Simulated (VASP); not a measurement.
Consider the following.

SrTiO₃ has the cubic space group Pm-3m (No. 221), the cubic perovskite structure, Pearson symbol cP5. Conventional cell: a = 3.922 Å, b = 3.922 Å, c = 3.922 Å, α = 90.00°, β = 90.00°, γ = 90.00°. Sr on 1a is surrounded by 12 O at 2.773 Å (cuboctahedral). Ti on 1b has 6 O at 1.961 Å (octahedral). O on 3c is coordinated by 2 Ti at 1.961 Å and 4 Sr at 2.773 Å (octahedral). (Neighbours: up to the widest gap in distance over summed covalent radii, below 1.35, at either atom; cation-cation and far metal-metal contacts left out.)

Level of theory: PBE GGA with D4 dispersion, VASP's PBE PAW potentials (set 64) (plane waves; VASP 6.6.1). Run with 520 eV cut-off, 6×6×6 Γ-centred mesh, Gaussian smearing of 0.050 eV, potentials Sr_sv Ti_sv O.

**Question.** Give the energy at these volumes per atom, relative to the lowest: 11.33, 11.69, 12.05, 12.41, 12.77 Å³.

**Answer.** 27.2, 6.6, 0.0, 5.2, 20.5 meV/atom. A third-order Birch-Murnaghan fit gives B0 = 174 GPa and B0′ = 4.3.

Measured: a 3.890 Å at 0 K (computed value off by +0.8 %), as given by D. I. Bilc et al., Physical Review B (2008), arXiv:0805.0753 [cubic phase extrapolated to 0 K].

The compound is SrTiO3 in the cubic perovskite structure, the ideal cubic form; the compound distorts at low or room temperature. It was relaxed first.
